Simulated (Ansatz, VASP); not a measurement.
# Ni (Ni(100)): VASP beside Ansatz

Wanted: the spread between two codes on one cell, functional and k mesh. Of the first pair: The structure shown is the start of the Ansatz relaxation below; VASP solves that cell, so the two are compared at the walk's first step.

Calculated with Ansatz 0.2.0; plane waves, with VASP 6.6.1 beside it; PBE and LDA.

## (1) Starting point

The cell holds 8 atoms: 8 Ni. Cell: a = 2.489 Å, b = 2.489 Å, c = 28.320 Å, α = 90.0°, β = 90.0°, γ = 90.0°. Vacuum lies along c.

## (2) Ansatz: relaxation, PBE

Ansatz runs on its default PAW (the set named soft_2) files.

The two programs are compared at the cell with which this relaxation starts, whose forces are those of its first step.

The input, input.yaml:

```yaml
crystal:
  lattice:
    - [2.4890158698, 0.0, 0.0]
    - [0.0, 2.4890158698, 0.0]
    - [0.0, 0.0, 28.32]
  atoms:
    - { symbol: Ni, position: [0.0, 0.0, 0.2824858757], spin: 0.7 }
    - { symbol: Ni, position: [0.5, 0.5, 0.3446327684], spin: 0.7 }
    - { symbol: Ni, position: [0.0, 0.0, 0.406779661], spin: 0.7 }
    - { symbol: Ni, position: [0.5, 0.5, 0.4689265537], spin: 0.7 }
    - { symbol: Ni, position: [0.0, 0.0, 0.5310734463], spin: 0.7 }
    - { symbol: Ni, position: [0.5, 0.5, 0.593220339], spin: 0.7 }
    - { symbol: Ni, position: [0.0, 0.0, 0.6553672316], spin: 0.7 }
    - { symbol: Ni, position: [0.5, 0.5, 0.7175141243], spin: 0.7 }
magnetization:
  spin_polarized: true
hamiltonian:
  xc: pbe
kpoints:
  mp_grid: { grid: [14, 14, 1] }
scf:
  occupations: { method: methfessel_paxton, width: 0.1 }
  convergence: { dr2_threshold: 1.0e-09 }
efield:
  axis: 3
  dipole_correction: true
relax:
  f_tol: 0.01
  max_steps: 40
  constraints: [{ sites: [3, 4] }]
output:
  write_potential: true
  write_density: true
  volumetric_format: npy
  elf: true
```

The run is started by

```bash
$ ansatz run input.yaml --threads 4 --pin off --max-ram 8192MiB --backend cpu --events-out ev --progress --plain --runs-dir out
```

Numbers of over 12 decimals in the logs are rounded to 6 here.

What it wrote:

```text
Engine: ansatz 0.2.0, aarch64-unknown-linux-gnu
Pseudopotentials: kind: paw
Pseudopotential: Ni, paw, valence charge 18, recommended cutoff 420 eV (normal), Ni.paw.azcp
Functional definition: PBE
  parameter kappa = 0.804
  parameter beta = 0.066725
  exchange = pbe_x(kappa = kappa, mu = beta*pi^2/3)
  correlation = pbe_c(beta = beta)
Crystal: 8 atoms, lattice volume = 175.448 Å³
Basis set: ecut = 420 eV, 3383 PW (Γ), exchange–correlation on 36×36×384 points (8 copies of the dense FFT grid, shifted against one another)
Bands: 90, of which v1, the nominal top of the filled ones, is band 72 counted from 1 (71 counted from 0)
Symmetry: 8 space group operations
k-points: 36 of 196
Non-local potential: Ni, projectors of the file, l = 0: 3, l = 1: 2, l = 2: 3, l = 3: 1
PAW form: soft (Blöchl's): semilocal exchange-correlation on the pseudo side does not see the compensation charge
PAW one-centre angular grid: Ni, 590 points (default); XC on 64 Gauss nodes
Initial density: superposition of atomic densities (neutral atoms: chi_scale 0, normalization atom)
Starting moments: Σ|m| = 5.6 μB on 8 of 8 sites
Initial wavefunctions: pseudopotential atomic-orbital guess
Functional: x = pbe(κ = 0.804, μ = 0.219515), c = pbe(β = 0.066725)
SCF iter   1: F=—  HF=-46708.748651 eV  |F-HF|=—  |Δ(HF+E_count)|=         —  Δρ=3.91e-2 (↑1.49e-2 ↓3.91e-2)  dr2=7.68e0  dr2_m=6.34e-1  M=6.097 μB ∫|m|=6.362 μB  β_m=1.00  ethr=3.10e-3  p=0.000 e·Å  D=5.53e-13 V/Å  ΔV_dip=-0.00 eV  dr2_dipole=4.80e-9  V_vac-E_F(+/−)=7.31/7.31 eV  ⟨swp⟩=7.9  Hψ=28236  notcnv=0  defer=204
Mixer restart at iter 1: flushing history
efield: sawtooth ramp at fractional position 0.9500 (placed from the atoms, in the widest stretch of the axis that holds none; the zero of the levels goes with the place), width 0.1000; the density the first Hamiltonian is built on has a dipole p = 0.000 e·Å; the dipole correction subtracts the counter field D = 5.53e-13 V/Å, which shifts the + side's vacuum level by -0.00 eV against the − side's; the planar-averaged density in the ramp window peaks in size at 6.7e-6 e/Å³
preconditioner: auto → LDOS  [metal: Δε(μ)=0.002 eV  Ē_g=7.547 eV  σ=0.100 eV  W_gap=0.01  n_scr=50 (ndim 8)  ℏωp=25.1 eV  f_vac=0.461  D(μ)=15.99/eV (n_scr^D=220)]
spin=Collinear: LDOS preconditioning applied to the charge; magnetization (m = ρ↑ − ρ↓) channel mixes plain (no charge-response kernel on spin).
SCF iter   2: F=—  HF=-46709.369640 eV  |F-HF|=—  |Δ(HF+E_count)|=   6.21e-1  Δρ=1.47e-2 (↑1.47e-2 ↓1.15e-2)  dr2=1.03e0  dr2_m=1.19e-2  M=5.951 μB ∫|m|=6.509 μB  β_m=0.31  ethr=3.10e-3  p=-0.000 e·Å  D=-2.76e-4 V/Å  ΔV_dip=0.01 eV  dr2_dipole=6.21e-5  V_vac-E_F(+/−)=6.29/6.28 eV  ⟨swp⟩=2.2  Hψ=10457  notcnv=0  defer=592
density mixer auto → msr1: a metal under ldos (density of states about μ 3.96 of a free-electron gas's, 50 screened modes)
SCF iter   3: F=—  HF=-46712.214048 eV  |F-HF|=—  |Δ(HF+E_count)|=    2.84e0  Δρ=7.75e-3 (↑7.75e-3 ↓6.93e-3)  dr2=2.72e-1  dr2_m=6.94e-3  M=5.917 μB ∫|m|=6.511 μB  β_m=0.51  ethr=7.17e-4  p=-0.000 e·Å  D=-2.38e-4 V/Å  ΔV_dip=0.01 eV  dr2_dipole=2.84e-4  V_vac-E_F(+/−)=5.86/5.86 eV  ⟨swp⟩=2.1  Hψ=9797  notcnv=0  defer=595
SCF iter   4: F=—  HF=-46715.389458 eV  |F-HF|=—  |Δ(HF+E_count)|=         —  Δρ=7.38e-3 (↑4.28e-3 ↓7.38e-3)  dr2=1.53e-1  dr2_m=7.17e-3  M=5.689 μB ∫|m|=6.401 μB  β_m=0.51  ethr=1.89e-4  p=-0.000 e·Å  D=-1.87e-4 V/Å  ΔV_dip=0.01 eV  dr2_dipole=1.06e-3  V_vac-E_F(+/−)=5.27/5.26 eV  ⟨swp⟩=2.5  Hψ=12433  notcnv=0  defer=607
SCF iter   5: F=—  HF=-46715.878037 eV  |F-HF|=—  |Δ(HF+E_count)|=   4.89e-1  Δρ=7.08e-3 (↑2.01e-3 ↓7.08e-3)  dr2=7.80e-2  dr2_m=1.89e-2  M=5.435 μB ∫|m|=6.182 μB  β_m=0.76  ethr=1.07e-4  p=-0.000 e·Å  D=-1.75e-4 V/Å  ΔV_dip=0.00 eV  dr2_dipole=5.46e-5  V_vac-E_F(+/−)=5.15/5.14 eV  ⟨swp⟩=2.0  Hψ=10152  notcnv=0  defer=625
SCF iter   6: F=—  HF=-46716.038807 eV  |F-HF|=—  |Δ(HF+E_count)|=   1.61e-1  Δρ=5.71e-3 (↑3.33e-3 ↓5.71e-3)  dr2=7.49e-2  dr2_m=5.66e-3  M=5.260 μB ∫|m|=6.029 μB  β_m=0.74  ethr=5.42e-5  p=-0.000 e·Å  D=-3.99e-4 V/Å  ΔV_dip=0.01 eV  dr2_dipole=2.46e-4  V_vac-E_F(+/−)=5.02/5.01 eV  ⟨swp⟩=2.3  Hψ=11303  notcnv=0  defer=635
SCF iter   7: F=—  HF=-46716.045663 eV  |F-HF|=—  |Δ(HF+E_count)|=   6.86e-3  Δρ=3.77e-3 (↑3.03e-3 ↓3.77e-3)  dr2=5.15e-2  dr2_m=5.53e-4  M=5.190 μB ∫|m|=5.961 μB  β_m=0.60  ethr=5.20e-5  p=0.000 e·Å  D=3.83e-4 V/Å  ΔV_dip=-0.01 eV  dr2_dipole=2.64e-4  V_vac-E_F(+/−)=4.96/4.97 eV  ⟨swp⟩=2.1  Hψ=12231  notcnv=0  defer=638
SCF iter   8: F=—  HF=-46716.030654 eV  |F-HF|=—  |Δ(HF+E_count)|=   1.50e-2  Δρ=8.31e-4 (↑6.37e-4 ↓8.31e-4)  dr2=2.60e-3  dr2_m=5.44e-5  M=5.200 μB ∫|m|=5.975 μB  β_m=0.66  ethr=3.57e-5  p=0.000 e·Å  D=2.02e-5 V/Å  ΔV_dip=-0.00 eV  dr2_dipole=3.04e-6  V_vac-E_F(+/−)=4.94/4.94 eV  ⟨swp⟩=2.0  Hψ=9802  notcnv=0  defer=645
[...]
WARN: The output density's exchange-correlation potential varies sharply where the density is thin. Do not read a vacuum level from v_tot or v_xc, or from such a field of the output density. On a cell that repeats whose density bears no net charge and no dipole along the vacuum's axis use v_es (v_loc + v_h of the components); under efield.dipole_correction with no amplitude use v_es + v_field, which holds any externa [...]
SCF converged after 18 iterations
Stability not checked: this state was not tested for a lower state beside it, because cold or Methfessel-Paxton smearing, or corrected tetrahedra, fill the levels in a way that the test cannot read (fill_not_monotonic; see scf.lower_state_search)
Magnetization: 5.1498 μB (74.5749 up, 69.4251 down)
Absolute magnetization: 5.9450 μB (∫|ρ↑−ρ↓|, with the PAW one-centre terms)
Spin contamination: 0.0714 ħ² per cell (⟨S²⟩ above its minimum at these occupations)
Per-site moments (μB) at R_I (Å): [(0.746294, 1.006645), (0.680256, 1.006645), (0.665626, 1.025820), (0.654442, 1.025820), (0.654443, 1.025820), (0.665627, 1.025820), (0.680256, 1.006644), (0.746293, 1.006644)]
Free energy (F): -46716.019653 eV
Harris-Foulkes:  -46716.019653 eV  (|F-HF|=4.07e-10)
Internal energy: -46716.021032 eV  (E = F + TS)
E sigma→0 (E₀):  -46716.019998 eV
Entropy (-TS):   0.001379 eV (0.172 meV/atom)
Fermi energy:    6.604268 eV
Dipole field:    D = -0.000006 V/Å  (p = -0.000005 e·Å, saw-weighted, corrected)
Work function:   Φ+ = 4.9087 eV   Φ− = 4.9086 eV
Levels:          The Fermi level and band energies are counted from a zero that moves with the ramp; work functions are not
--- Per-component energies (eV) ---
  E_band       = -3929.564491
  E_kinetic    = 2255.216545
  E_local      = -397078.107320  (includes V_loc(G=0)·N_el)
  E_nonlocal   = 5092.354304
  E_hartree    = 195441.797253
  E_xc         = -674.981995
  E_vxc        = -870.068475  (∫ρ·V_xc dr)
  E_paw        = -13043.757386  (= ΣΔE_a)
  E_vpaw       = -4212.558864  (= ΣTr[D̂ρ^β])
  E_aug_tail   = 0.004400  (compensation charges beyond the density's cutoff)
  E_efield     = 0.000000  (sawtooth field / dipole correction)
  E_vefield    = -0.000000  (∫n·V_field dr)
  E_ewald      = 161291.453168
  E_smearing   = 0.001379  (= −TS)
  E_closure    = 0.000000  (closes the sum)
  Σ components = -46716.019653   (vs F -46716.019653, Δ=0.00e0)
--- Forces (eV/Å), atoms counted from 1 ---
  atom   1  Ni     0.00000000     0.00000000    -0.00005871
  atom   2  Ni    -0.00000000     0.00000000    -0.00005965
  atom   3  Ni    -0.00000000     0.00000000     0.00003438
  atom   4  Ni    -0.00000000     0.00000000     0.01607962
  atom   5  Ni    -0.00000000     0.00000000    -0.01608181
  atom   6  Ni    -0.00000000     0.00000000    -0.00003862
  atom   7  Ni     0.00000000     0.00000000     0.00005812
  atom   8  Ni    -0.00000000     0.00000000     0.00006883
  max |Σ_I F_I| component: 2.16e-6 eV/Å
--- Band table (eV; the first three rows and the last of 72) ---
  k-point 0 ↑: bands = [... 68 lower, 5.6953, 5.6953, 5.8149, 5.9400, 5.9444, 5.9444, 6.0086, 6.0429, ... 14 higher]
  k-point 1 ↑: bands = [... 68 lower, 5.6478, 5.6665, 5.8292, 5.8425, 5.8651, 5.9467, 5.9739, 5.9790, ... 14 higher]
  k-point 2 ↑: bands = [... 68 lower, 5.5790, 5.6054, 5.6712, 5.7944, 5.8195, 5.9098, 6.0018, 6.0620, ... 14 higher]
  k-point 35 ↓: bands = [... 68 lower, 7.0070, 7.0070, 7.2441, 7.2441, 9.3575, 9.3575, 10.4330, 10.4330, ... 14 higher]
--- Relaxed structure (5 steps of the walk, 4 accepted, 0 SCFs on fresh bases) ---
  F+E_penalty+E_count = -46716.01965297 eV   max|allowed force component| = 6.883e-5 eV/Å
  atoms:
    - { symbol: Ni, position: [0, 0.0, 0.284750] }
    - { symbol: Ni, position: [0.5, 0.5, 0.344442] }
    - { symbol: Ni, position: [0, 0.0, 0.406889] }
    - { symbol: Ni, position: [0.5, 0.5, 0.468927] }
    - { symbol: Ni, position: [0.0, 0.0, 0.531073] }
    - { symbol: Ni, position: [0.5, 0.5, 0.593111] }
    - { symbol: Ni, position: [0, 0.0, 0.655558] }
    - { symbol: Ni, position: [0.5, 0.5, 0.715250] }
```

The column dr2 measures how far the density is from self-consistency, as an energy; F and HF (Harris–Foulkes) agree once it is small.

(Part 1 of 3 ends here.)

[Lines on the potential files, build, host, timing and source positions are cut from VASP's logs without a mark.]

[Logs are printed without paths, hosts, clocks, repeated set-up lines and the standing remarks that a program may print on its own settings, such as how far it seeks lower states.]

[Hosts, paths, dates, database ids (printed as entryN), source tags and the programs' standing remarks are cut or masked in the printed files.]
